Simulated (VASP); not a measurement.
Level of theory: PBEsol GGA, VASP's PBE PAW potentials (set 64) (plane waves; VASP).

VASP ran on this input.

INCAR:
```
SYSTEM=Nb6PtAu
PREC=Accurate; ENCUT=300; LREAL=.False.
LASPH=.True.
EDIFF=1E-6; NELM=100; ALGO=Normal
LMAXMIX=6
ISMEAR=-1; SIGMA=0.05
GGA=PS
ISIF=2
LWAVE=.False.; LCHARG=.False.
```

POSCAR:
```
Nb6PtAu
1
    5.1461770000     0.0000000000     0.0000000000
    0.0000000000     5.1461770000     0.0000000000
    0.0000000000     0.0000000000     5.1461770000
Nb Pt Au
6 1 1
Direct
  0.0000000000   0.5000000000   0.7539400000
  0.0000000000   0.5000000000   0.2460600000
  0.7539400000   0.0000000000   0.5000000000
  0.2460600000   0.0000000000   0.5000000000
  0.5000000000   0.7539400000   0.0000000000
  0.5000000000   0.2460600000   0.0000000000
  0.0000000000   0.0000000000   0.0000000000
  0.5000000000   0.5000000000   0.5000000000
```

KPOINTS:
```
Automatic mesh
0
gamma
 3 3 3
0 0 0
```

POTCAR, in this order: Nb_sv Pt Au (PBE.64 set). Program: vasp_std.

Output

**OUTCAR**
```
 ion  position               nearest neighbor table
   1  0.000  0.500  0.754-   2 2.53   2 2.61   7 2.87   7 2.87   8 2.89   8 2.89
   2  0.000  0.500  0.246-   1 2.53   1 2.61   7 2.87   7 2.87   8 2.89   8 2.89
   3  0.754  0.000  0.500-   4 2.53   4 2.61   7 2.87   7 2.87   8 2.89   8 2.89
   4  0.246  0.000  0.500-   3 2.53   3 2.61   7 2.87   7 2.87   8 2.89   8 2.89
   5  0.500  0.754  0.000-   6 2.53   6 2.61   7 2.87   7 2.87   8 2.89   8 2.89
   6  0.500  0.246  0.000-   5 2.53   5 2.61   7 2.87   7 2.87   8 2.89   8 2.89
   7  0.000  0.000  0.000-   1 2.87   2 2.87   3 2.87   4 2.87   5 2.87   6 2.87   3 2.87   4 2.87
                             1 2.87   2 2.87   5 2.87   6 2.87
   8  0.500  0.500  0.500-   1 2.89   2 2.89   3 2.89   4 2.89   5 2.89   6 2.89   5 2.89   6 2.89
                             3 2.89   4 2.89   1 2.89   2 2.89
  LATTYP: Found a simple cubic cell.
 ALAT       =     5.1461770000
 Subroutine PRICEL returns:
 Original cell was already a primitive cell.
 Subroutine GETGRP returns: Found 24 space group operations
The static configuration has the point symmetry T_h .
The dynamic configuration has the point symmetry T_h .
 Subroutine INISYM returns: Found 24 space group operations
 Subroutine IBZKPT returns following result:
 Found      4 irreducible k-points:

 Following reciprocal coordinates:
            Coordinates               Weight
  0.000000  0.000000  0.000000      1.000000
  0.333333  0.000000  0.000000      6.000000
  0.333333  0.333333  0.000000     12.000000
  0.333333  0.333333  0.333333      8.000000
   k-points           NKPTS =      4   k-points in BZ     NKDIM =      4   number of bands    NBANDS=     59
   number of dos      NEDOS =    301   number of ions     NIONS =      8
   total plane-waves  NPLWV =  27000
   dimension x,y,z NGX =    30 NGY =   30 NGZ =   30
   dimension x,y,z NGXF=    60 NGYF=   60 NGZF=   60
   ions per type =               6   1   1
   PREC   = accura    normal or accurate (medium, high low for compatibility)
   ISTART =      0    job   : 0-new  1-cont  2-samecut
   ICHARG =      2    charge: 1-file 2-atom 10-const
   ISPIN  =      1    spin polarized calculation?
   LNONCOLLINEAR =      F non collinear calculations
   LSORBIT =      F    spin-orbit coupling
...
```

### OSZICAR
```
       N       E                     dE             d eps       ncg     rms          rms(c)
DAV:   1     0.828957058037E+03    0.82896E+03   -0.41348E+04   520   0.119E+03
DAV:   2    -0.650354540642E+01   -0.83546E+03   -0.81528E+03   576   0.494E+02
DAV:   3    -0.798097401595E+02   -0.73306E+02   -0.71199E+02   800   0.985E+01
DAV:   4    -0.845143104755E+02   -0.47046E+01   -0.46372E+01   776   0.255E+01
DAV:   5    -0.848330873944E+02   -0.31878E+00   -0.31743E+00   744   0.647E+00    0.248E+01
DAV:   6    -0.802170305055E+02    0.46161E+01   -0.27099E+01   496   0.243E+01    0.142E+01
DAV:   7    -0.790278479451E+02    0.11892E+01   -0.59883E+00   656   0.138E+01    0.424E+00
DAV:   8    -0.788556591516E+02    0.17219E+00   -0.13077E+00   640   0.511E+00    0.231E+00
DAV:   9    -0.788217367653E+02    0.33922E-01   -0.26049E-01   632   0.259E+00    0.168E+00
DAV:  10    -0.788182375216E+02    0.34992E-02   -0.60627E-02   632   0.128E+00    0.760E-01
DAV:  11    -0.788163042716E+02    0.19333E-02   -0.15922E-02   584   0.643E-01    0.103E-01
DAV:  12    -0.788163789813E+02   -0.74710E-04   -0.17935E-03   720   0.176E-01    0.443E-02
DAV:  13    -0.788163813438E+02   -0.23625E-05   -0.59592E-05   688   0.367E-02    0.121E-02
DAV:  14    -0.788163810068E+02    0.33702E-06   -0.63941E-06   584   0.121E-02
   1 F= -.78816381E+02 E0= -.78754163E+02  d E =-.124436E+00
```

OUTCAR:
```
------------------------ aborting loop because EDIFF is reached ----------------------------------------
  FORCE on cell =-STRESS in cart. coord.  units (eV):
  Direction    XX          YY          ZZ          XY          YZ          ZX
  --------------------------------------------------------------------------------------
  Total        0.1540788      0.1540788      0.1540788      0.0000000      0.0000000     -0.0000000
  in kB        1.8113372      1.8113372      1.8113372      0.0000000      0.0000000     -0.0000000
  external PRESSURE =       1.8113372 kB  Pullay stress =       0.0000000 kB
  volume of cell :      136.29
      direct lattice vectors                 reciprocal lattice vectors
     5.146177000  0.000000000  0.000000000     0.194319006  0.000000000  0.000000000
     0.000000000  5.146177000  0.000000000     0.000000000  0.194319006  0.000000000
     0.000000000  0.000000000  5.146177000     0.000000000  0.000000000  0.194319006
 POSITION                                       TOTAL-FORCE (eV/Angst)
 -----------------------------------------------------------------------------------
      0.00000      2.57309      3.87991        -0.000000      0.000000      0.045873
      0.00000      2.57309      1.26627         0.000000     -0.000000     -0.045873
      3.87991      0.00000      2.57309         0.045873      0.000000     -0.000000
      1.26627      0.00000      2.57309        -0.045873     -0.000000     -0.000000
      2.57309      3.87991      0.00000         0.000000      0.045873     -0.000000
      2.57309      1.26627      0.00000        -0.000000     -0.045873     -0.000000
      0.00000      0.00000      0.00000         0.000000      0.000000     -0.000000
      2.57309      2.57309      2.57309         0.000000      0.000000     -0.000000
 -----------------------------------------------------------------------------------
    total drift:                                0.000000      0.000000      0.000000
  FREE ENERGIE OF THE ION-ELECTRON SYSTEM (eV)
  ---------------------------------------------------
  free  energy   TOTEN  =       -78.8163810068 eV

  energy  without entropy=      -78.6919454197  energy(sigma->0) =      -78.75416321
```
(Selected blocks of OUTCAR.)

At this cut-off the stress carries a Pulay error, which pulls relaxed volumes low.

The structure comes from a computed database's Nb6PtAu entry (Pm-3); how it stands against other phases isn't given here. The cell was not relaxed at this level. The k-mesh is coarse (spacing up to 0.41 per Å, 2π included), so the numbers may not be converged in it. The run is one of a series of settings (KPOINTS 3×3×3 Γ-centred mesh against the base run), some of them coarse on purpose. The electron count is odd and the run is not spin-polarised, which forces a metal.
